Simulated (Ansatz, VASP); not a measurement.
One calculation of Os4F, two programs

```
CELL_PARAMETERS angstrom
2.68863 0.00000 0.00000
0.00000 3.80230 0.00000
0.00000 0.00000 20.84911
ATOMIC_POSITIONS crystal
Os 0.50000 0.50000 0.19185
Os 0.00000 0.00000 0.25633
Os 0.50000 0.50000 0.32102
Os 0.00000 0.00000 0.37647
F 0.50000 0.50000 0.39614
```

Alike in both runs: task single point; functional LDA; k mesh 10 × 7 × 1; occupations gaussian, width 0.1 eV; no spin polarisation.

```csv
,VASP,Ansatz
version,VASP 6.6.1,Ansatz 0.2.0
potentials or method,"VASP PAW LDA potentials, release 64 (Os, F)","scalar-relativistic, plane waves, PAW"
plane-wave cutoff (eV),520,420
valence electrons in the cell,39,71
```

Ansatz gave:

- gap on the k mesh at the Fermi level (eV): none
- rms of the force components (eV/Å): 8.966

**Question.** Estimate VASP's values.

**Answer.** gap on the k mesh at the Fermi level (eV): none; rms of the force components (eV/Å): 9.495.

Atom by atom the forces differ by 0.538 eV/Å (rms over components). A gap of «none» marks a metal or a gap that the smearing closes. The two sets of potentials don't hold the same shells in valence. Ansatz warned: «xc_potential_rough_in_thin_density».

Caveats: an odd number of electrons without spin polarisation forces a metal; a magnetic or distorted state may lie lower. The runs have no spin-orbit coupling, so splittings on Os are missing.
